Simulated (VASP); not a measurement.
# Sb2Te3O2 (P1) in VASP: relaxation of cell and atoms with PBE

Aim: the relaxation of cell and atoms of Sb2Te3O2 with PBE.

Everything below comes from runs of VASP 6.6.1. Logs are shortened: lines on timing, memory, paths and dates and some standing lists are left out, and cuts for length are marked.

**1. The crystal as given**

The typed cell holds 14 atoms: a = 3.920 Å, b = 7.879 Å, c = 11.639 Å, α = 89.85°, β = 90.30°, γ = 119.39°.

The cell was built by a generator and needn't be a form met in nature.

**2. Relaxation of cell and atoms, PBE**

INCAR

```
PREC = Normal ; ENCUT = 520
EDIFF = 1E-5 ; ISMEAR = 0
SIGMA = 0.15 ; LREAL = Auto
LASPH = True ; NELM = 80
ALGO = Fast ; ISIF = 3
LWAVE = False ; LCHARG = False
GGA = PE ; IBRION = 2
NSW = 110 ; EDIFFG = -0.03
ISYM = 0 ; KPAR = 8
```

KPOINTS

```
regular mesh
0
Gamma
  7 7 2
```

POSCAR

```
Sb2Te3O2
1.0
    3.9203448400      0.0155562700     -0.0102741800
   -3.8934015700      6.8493161800      0.0105918100
   -0.0299440200      0.0005344600     11.6390957100
Sb Te O
4 6 4
Direct
    0.0157393800      0.0132530300      0.0068975200
    0.9811819500      0.4991305600      0.0009109700
    0.3284233000      0.3299316500      0.2500076200
    0.3591701000      0.8383190300      0.2420040600
    0.6942121400      0.1820952300      0.4285880700
    0.6467359300      0.6722345300      0.4280752300
    0.6771838700      0.1778647000      0.8108924900
    0.6391861400      0.6692780700      0.8124233900
    0.9715046200      0.9931081400      0.6165031500
    0.0155113300      0.4974182500      0.6251365200
    0.0232296800      0.0004915200      0.1885165800
    0.9958391900      0.4964228500      0.1885466100
    0.3137515100      0.3249403400      0.0655375800
    0.3238820100      0.8273351900      0.0576371300
```

Potentials or basis: VASP PAW PBE potentials, release 64 (Sb, Te, O).

Run with:

```sh
> cat potpaw_PBE.64/Sb/POTCAR potpaw_PBE.64/Te/POTCAR potpaw_PBE.64/O/POTCAR > POTCAR
> mpirun -np 8 vasp_std > vasp.out
```

OUTCAR:

```text
PREC = Normal
   ENCUT = 520
   EDIFF = 1E-5
   ISMEAR = 0
   LREAL = Auto
   LASPH = True
   NELM = 80
   ISIF = 3
   GGA = PE
   IBRION = 2
   NSW = 110
   EDIFFG = -0.03
   ISYM = 0

 ion  position               nearest neighbor table
   1  0.016  0.013  0.007-  11 2.12  13 2.25  14 2.38  14 2.44   7 3.21   7 3.22   8 3.27   4 3.55
                             3 3.57   4 3.60
   2  0.981  0.499  0.001-  12 2.18  14 2.35  13 2.41  13 2.43   7 3.12   8 3.15   8 3.18   4 3.65
                             3 3.67   3 3.71
   3  0.328  0.330  0.250-  13 2.15  12 2.37  11 2.37  12 2.39   5 3.01   5 3.05   6 3.13   1 3.57
                             2 3.67   2 3.71
   4  0.359  0.838  0.242-  14 2.15  11 2.32  11 2.35  12 2.43   6 3.01   5 3.21   6 3.27   1 3.55
                             1 3.60   2 3.65
   5  0.694  0.182  0.429-   3 3.01   3 3.05   9 3.12  10 3.15   4 3.21   9 3.31
   6  0.647  0.672  0.428-   4 3.01   9 3.11   3 3.13  10 3.16   4 3.27  10 3.34
   7  0.677  0.178  0.811-  10 3.08   2 3.12   9 3.20   1 3.21   1 3.22   9 3.30
   8  0.639  0.669  0.812-  10 3.05   2 3.15   2 3.18   9 3.19   1 3.27  10 3.28
   9  0.972  0.993  0.617-   6 3.11   5 3.12   8 3.19   7 3.20   7 3.30   5 3.31
  10  0.016  0.497  0.625-   8 3.05   7 3.08   5 3.15   6 3.16   8 3.28   6 3.34
  11  0.023  0.000  0.189-   1 2.12   4 2.32   4 2.35   3 2.37
  12  0.996  0.496  0.189-   2 2.18   3 2.37   3 2.39   4 2.43
  13  0.314  0.325  0.066-   3 2.15   1 2.25   2 2.41   2 2.43
  14  0.324  0.827  0.058-   4 2.15   2 2.35   1 2.38   1 2.44

IMPORTANT INFORMATION: All symmetrisations will be switched off!
NOSYMM: (Re-)initialisation of all symmetry stuff for point group C_1.

----------------------------------------------------------------------------------------

                                     Primitive cell

  volume of cell :     313.2321

  direct lattice vectors                    reciprocal lattice vectors
     3.920344840  0.015556270 -0.010274180     0.254507236  0.144670210  0.000648130
    -3.893401570  6.849316180  0.010591810    -0.000578058  0.145671400 -0.000008176
    -0.029944020  0.000534460 11.639095710     0.000225187 -0.000004859  0.085917907

  length of vectors
     3.920389167  7.878567135 11.639134241     0.292752153  0.145672547  0.085918202

  position of ions in fractional coordinates (direct lattice)
     0.015739380  0.013253030  0.006897520
     0.981181950  0.499130560  0.000910970
     0.328423300  0.329931650  0.250007620
     0.359170100  0.838319030  0.242004060
     0.694212140  0.182095230  0.428588070
     0.646735930  0.672234530  0.428075230
     0.677183870  0.177864700  0.810892490
     0.639186140  0.669278070  0.812423390
     0.971504620  0.993108140  0.616503150
     0.015511330  0.497418250  0.625136520
     0.023229680  0.000491520  0.188516580
     0.995839190  0.496422850  0.188546610
     0.313751510  0.324940340  0.065537580
     0.323882010  0.827335190  0.057637130

  ion indices of the primitive-cell ions
   primitive index   ion index
                 1           1
                 2           2
                 3           3
                 4           4
                 5           5
                 6           6
                 7           7
                 8           8
                 9           9
                10          10
                11          11
                12          12
                13          13
                14          14

----------------------------------------------------------------------------------------

 KPOINTS: regular mesh

Automatic generation of k-mesh.
 Grid dimensions read from file:
 generate k-points for:    7    7    2

 Generating k-lattice:

  Cartesian coordinates                     Fractional coordinates (reciprocal lattice)
     0.036358177  0.020667173  0.000092590     0.142857143 -0.000000000  0.000000000
    -0.000082580  0.020810200 -0.000001168     0.000000000  0.142857143  0.000000000
     0.000112594 -0.000002430  0.042958954     0.000000000 -0.000000000  0.500000000

  Length of vectors
     0.041821736  0.020810364  0.042959101

  Shift w.r.t. Gamma in fractional coordinates (k-lattice)
     0.000000000  0.000000000  0.000000000

 Subroutine IBZKPT returns following result:
 ===========================================

 Found     50 irreducible k-points:

 Following reciprocal coordinates:
            Coordinates               Weight
  0.000000  0.000000  0.000000      1.000000
  0.142857 -0.000000  0.000000      2.000000
  0.285714 -0.000000  0.000000      2.000000
  0.428571 -0.000000  0.000000      2.000000
  0.000000  0.142857 -0.000000      2.000000
  0.142857  0.142857  0.000000      2.000000
[... 16 lines left out ...]
 -0.428571  0.428571 -0.000000      2.000000
 -0.285714  0.428571 -0.000000      2.000000
 [... further k-points ...]
   k-points           NKPTS =     50   k-points in BZ     NKDIM =     50   number of bands    NBANDS=     48
   number of dos      NEDOS =    301   number of ions     NIONS =     14
   total plane-waves  NPLWV =  80640
   dimension x,y,z NGX =    24 NGY =   48 NGZ =   70
   dimension x,y,z NGXF=    48 NGYF=   96 NGZF=  140
   ions per type =               4   6   4
   NGX,Y,Z   is equivalent  to a cutoff of  10.18, 10.13, 10.00 a.u.
   NGXF,Y,Z  is equivalent  to a cutoff of  20.35, 20.26, 20.00 a.u.
 SYSTEM =  unknown system
   PREC   = normal    normal or accurate (medium, high low for compatibility)
   ISTART =      0    job   : 0-new  1-cont  2-samecut
   ICHARG =      2    charge: 1-file 2-atom 10-const
   ISPIN  =      1    spin polarized calculation?
   LNONCOLLINEAR =      F non collinear calculations
   LSORBIT =      F    spin-orbit coupling
   LASPH  =      T    aspherical Exc in radial PAW
   ENCUT  =  520.0 eV  38.22 Ry    6.18 a.u.   7.29 14.65 21.64*2*pi/ulx,y,z
   NELM   =     80;   NELMIN=  2; NELMDL= -5     # of ELM steps
   EDIFF  = 0.1E-04   stopping-criterion for ELM
   LREAL  =      T    real-space projection
   EDIFFG = -.3E-01   stopping-criterion for IOM
   NSW    =    110    number of steps for IOM
   IBRION =      2    ionic relax: 0-MD 1-quasi-New 2-CG
   NFREE  =      1    steps in history (QN), initial steepest desc. (CG)
   ISIF   =      3    stress and relaxation
   ISYM   =      0    0-nonsym 1-usesym 2-fastsym
   POTIM  = 0.5000    time-step for ionic-motion
   TEBEG  =    0.0;   TEEND  =   0.0 temperature during run
   PSTRESS=    0.0 pullay stress
   NELECT =      80.0000    total number of electrons
   NUPDOWN=      -1.0000    fix difference up-down
   EMIN   =  10.00;   EMAX   =-10.00  energy-range for DOS
   EFERMI =   0.00;   METHOD = LEGACY
   ISMEAR =     0;   SIGMA  =   0.15  broadening in eV -4-tet -1-fermi 0-gaus
   EFERMI_NEDOS =   21; number of points for ismear=-14 and -15
   IALGO  =     68    algorithm
   IMIX   =      4    mixing-type and parameters
     AMIX     =   0.40;   BMIX     =  1.00
     AMIX_MAG =   1.60;   BMIX_MAG =  1.00
  volume/ion in A,a.u.               =      22.37       150.99
  Fermi-wavevector in a.u.,A,eV,Ry     =   1.038682  1.962825 14.678794  1.078861
  Thomas-Fermi vector in A             =   2.173178
   LORBIT       =      0    0 simple, 1 ext, 2 COOP (PROOUT), +10 PAW based schemes
   GGA     = PE    functional components
   LHFCALC =     F    Hartree Fock is set to
   AEXX    =    0.0000 exact exchange contribution
   IVDW    =     0    specifies the selected vdW correction
   LEPSILON=     F    determine dielectric tensor
   LRPA    =     F    only Hartree local field effects (RPA)
 conjugate gradient relaxation of ions
 non-spin polarized calculation
 RMM-DIIS sequential band-by-band and
 Gauss-broadening in eV      SIGMA  =   0.15
  energy-cutoff  :      520.00
  volume of cell :      313.23
 maximum number of plane-waves:      8470
   NGX = 15   NGY = 29   NGZ = 43

--------------------------------------- Ionic step        1  -------------------------------------------

 number of electron      80.0000008 magnetization

 Free energy of the ion-electron system (eV)
  ---------------------------------------------------
  ext. energy  EPLUGINS =         0.00000000
  ---------------------------------------------------
  free energy    TOTEN  =       -59.96542802 eV

  energy without entropy =      -59.88707154  energy(sigma->0) =      -59.92624978

 E-fermi :   7.7020     XC(G=0): -10.0470

 val. band max:        7.6965413541   @ k =  -0.2857   0.4286  -0.0000
 cond. band min:       7.7138709737   @ k =  -0.4286   0.2857   0.5000
 fundamental gap:      0.0173296196
 Fermi energy:         7.7020171430

 k-point     1 :       0.0000    0.0000    0.0000
  band No.  band energies     occupation
      1     -12.5967      2.00000
      2     -11.7596      2.00000
      3     -11.1973      2.00000
      4     -10.7398      2.00000
      5      -5.8681      2.00000
      6      -4.8782      2.00000
[... 1213 lines left out ...]
     47      10.1681      0.00000
     48      10.2868      0.00000

 [... further k-points ...]

------------------------ aborting loop because EDIFF is reached ----------------------------------------

  FORCE on cell =-STRESS in cart. coord.  units (eV):
  Direction    XX          YY          ZZ          XY          YZ          ZX
  --------------------------------------------------------------------------------------
  -------------------------------------------------------------------------------------
  Total        6.4618433      5.7702650      6.3824236     -0.8145086     -0.8083954     -0.0366676
  in kB       33.0522262     29.5148142     32.6459958     -4.1661986     -4.1349299     -0.1875542
  external PRESSURE =      31.7376787 kB  Pullay stress =       0.0000000 kB
[... 125 lines left out ...]
  FREE ENERGIE OF THE ION-ELECTRON SYSTEM (eV)
  ---------------------------------------------------
  free  energy   TOTEN  =       -60.1429896986 eV

  energy  without entropy=      -60.0585023090  energy(sigma->0) =      -60.10074600

[... ionic steps 4 to 71 ...]

--------------------------------------- Ionic step       72  -------------------------------------------

 number of electron      79.9999970 magnetization

------------------------ aborting loop because EDIFF is reached ----------------------------------------
[... 91 lines left out ...]
--------------------------------------- Ionic step       74  -------------------------------------------

 number of electron      79.9999969 magnetization

 Free energy of the ion-electron system (eV)
  ---------------------------------------------------
  ext. energy  EPLUGINS =         0.00000000
  ---------------------------------------------------
  free energy    TOTEN  =       -62.41546209 eV

  energy without entropy =      -62.41200078  energy(sigma->0) =      -62.41373144

 E-fermi :   5.7345     XC(G=0):  -9.0417

 val. band max:        5.6014302822   @ k =   0.0000   0.0000   0.0000
 cond. band min:       5.9187804926   @ k =   0.4286  -0.0000   0.0000
 fundamental gap:      0.3173502104
 Fermi energy:         5.7344737802

 k-point     1 :       0.0000    0.0000    0.0000
  band No.  band energies     occupation
      1     -14.6008      2.00000
      2     -13.7115      2.00000
      3     -13.4575      2.00000
      4     -13.0880      2.00000
      5      -7.4234      2.00000
      6      -6.2948      2.00000
[... 1213 lines left out ...]
     47       7.8225      0.00000
     48       8.2325      0.00000

 [... further k-points ...]

------------------------ aborting loop because EDIFF is reached ----------------------------------------

  FORCE on cell =-STRESS in cart. coord.  units (eV):
  Direction    XX          YY          ZZ          XY          YZ          ZX
  --------------------------------------------------------------------------------------
  -------------------------------------------------------------------------------------
  Total       -0.0215950     -0.0379493     -0.0289123     -0.0126997      0.0358945     -0.0439939
  in kB       -0.0921204     -0.1618845     -0.1233346     -0.0541745      0.1531192     -0.1876698
  external PRESSURE =      -0.1257798 kB  Pullay stress =       0.0000000 kB
[... 29 lines left out ...]
  FREE ENERGIE OF THE ION-ELECTRON SYSTEM (eV)
  ---------------------------------------------------
  free  energy   TOTEN  =       -62.4154620897 eV

  energy  without entropy=      -62.4120007841  energy(sigma->0) =      -62.41373144

 reached required accuracy - stopping structural energy minimisation
```

It took 50 min on 8 MPI ranks of Intel Xeon Platinum 8488C (Sapphire Rapids), shared host; peak memory 0.66 GiB.

What came out:

- Free energy: -62.4155 eV
- Relaxed volume: 26.83 Å³/atom
- Relaxed cell: a = 4.639 Å, b = 8.653 Å, c = 10.935 Å, α = 88.65°, β = 87.10°, γ = 120.88°
- Space group after relaxing (to 0.05 Å): P-1 (No. 2)
- Energy gained by relaxing: 175.0 meV/atom
- Ionic steps: 74
- Pressure after relaxing: 0.0 GPa
- Largest force after relaxing: 0.020 eV/Å
- Band gap on the k mesh: 0.32 eV, indirect (least direct gap 0.32 eV)

Forces on the atoms (eV/Å):
```
Sb  -0.004  0.005  0.008
Sb  -0.005 -0.001  0.013
Sb  -0.014 -0.001 -0.005
Sb   0.000 -0.006 -0.018
Te   0.007  0.000 -0.019
Te  -0.004  0.003  0.009
Te   0.010 -0.005  0.000
Te  -0.005 -0.010  0.011
Te   0.006  0.004  0.004
Te  -0.004 -0.008 -0.007
O    0.006  0.003 -0.005
O    0.008  0.001  0.013
O    0.004  0.011 -0.002
O   -0.005  0.002 -0.002
```

Step by step:
| step | energy change (eV) | largest force (eV/Å) | pressure (GPa) | volume (Å³) |
| --- | --- | --- | --- | --- |
| 1 | 0.0000 | 0.5628 | 3.17 | 313.23 |
| 3 | -0.1776 | 0.5490 | -0.48 | 327.74 |
| 5 | -0.2718 | 0.3982 | 0.09 | 328.79 |
| 7 | -0.3295 | 0.4203 | -0.73 | 332.36 |
| 9 | -0.3810 | 0.3657 | 0.51 | 327.93 |
| 11 | -0.3851 | 0.3934 | 0.93 | 326.69 |
| 13 | -0.4506 | 0.4778 | 1.21 | 327.09 |
| 15 | -0.5374 | 0.8058 | 1.71 | 329.65 |
| 17 | -0.6533 | 0.9675 | 0.28 | 347.72 |
| 19 | -0.7444 | 0.7205 | 0.10 | 345.92 |
| 21 | -0.9681 | 1.1328 | -2.00 | 368.77 |
| 23 | -1.0718 | 0.9398 | -1.27 | 363.28 |
| 25 | -1.1906 | 1.2250 | 0.40 | 362.43 |
| 27 | -1.4862 | 1.0941 | 0.73 | 366.05 |
| 29 | -1.6132 | 0.5870 | -1.04 | 372.97 |
| 31 | -1.7361 | 0.7020 | 0.52 | 365.86 |
| 33 | -1.8998 | 0.5740 | 0.13 | 367.93 |
| 35 | -2.0080 | 0.5620 | -0.16 | 370.04 |
| 37 | -2.1497 | 0.4343 | 0.88 | 368.04 |
| 39 | -2.2013 | 0.3593 | -0.23 | 374.48 |
| 41 | -2.2303 | 0.1940 | 0.00 | 374.36 |
| 43 | -2.2528 | 0.1562 | -0.15 | 376.74 |
| 45 | -2.2668 | 0.1994 | -0.27 | 378.23 |
| 47 | -2.2932 | 0.2615 | 0.12 | 377.28 |
| 49 | -2.3111 | 0.4242 | -0.34 | 379.03 |
| 51 | -2.3260 | 0.3040 | -0.19 | 378.16 |
| 53 | -2.3258 | 0.5422 | 0.23 | 373.58 |
| 55 | -2.3784 | 0.2599 | 0.04 | 375.79 |
| 57 | -2.4089 | 0.2624 | 0.07 | 375.39 |
| 59 | -2.4282 | 0.1815 | -0.24 | 376.22 |
| 61 | -2.4373 | 0.1689 | 0.25 | 374.00 |
| 63 | -2.4432 | 0.1053 | -0.07 | 375.27 |
| 65 | -2.4455 | 0.0684 | 0.04 | 374.92 |
| 67 | -2.4477 | 0.0567 | 0.00 | 375.37 |
| 69 | -2.4489 | 0.0410 | -0.04 | 375.57 |
| 71 | -2.4494 | 0.0381 | 0.08 | 375.08 |
| 73 | -2.4498 | 0.0417 | 0.01 | 375.44 |
| 74 | -2.4500 | 0.0201 | -0.01 | 375.59 |

Final structure:
```cif
data_structure
_symmetry_space_group_name_H-M 'P 1'
_symmetry_Int_Tables_number 1
_cell_length_a 4.6391
_cell_length_b 8.6525
_cell_length_c 10.9350
_cell_angle_alpha 88.655
_cell_angle_beta 87.102
_cell_angle_gamma 120.885
_cell_volume 375.59
loop_
_atom_site_label
_atom_site_type_symbol
_atom_site_fract_x
_atom_site_fract_y
_atom_site_fract_z
_atom_site_occupancy
Sb1 Sb 0.87896 0.04106 0.98114 1
Sb2 Sb 0.13088 0.58251 0.01795 1
Sb3 Sb 0.22397 0.27773 0.22808 1
Sb4 Sb 0.47761 0.82023 0.26411 1
Te1 Te 0.71990 0.20441 0.42930 1
Te2 Te 0.75489 0.68668 0.44787 1
Te3 Te 0.59935 0.17260 0.79786 1
Te4 Te 0.63421 0.65607 0.81722 1
Te5 Te 0.67839 0.92987 0.62183 1
Te6 Te 0.17700 0.43023 0.62321 1
O1 O 0.96000 0.00015 0.18850 1
O2 O 0.35460 0.58224 0.17661 1
O3 O 0.99802 0.27757 0.06983 1
O4 O 0.39778 0.86046 0.05818 1
```

Caveat: the volume moved by over 15 % at a fixed basis, so the end points are rough; spin-orbit coupling is left out, which moves the levels of the heavy elements; an odd mesh through Γ misses points on the zone boundary, where band edges often lie. Expect the measured gap to be larger: semilocal functionals such as PBE lack the derivative discontinuity.
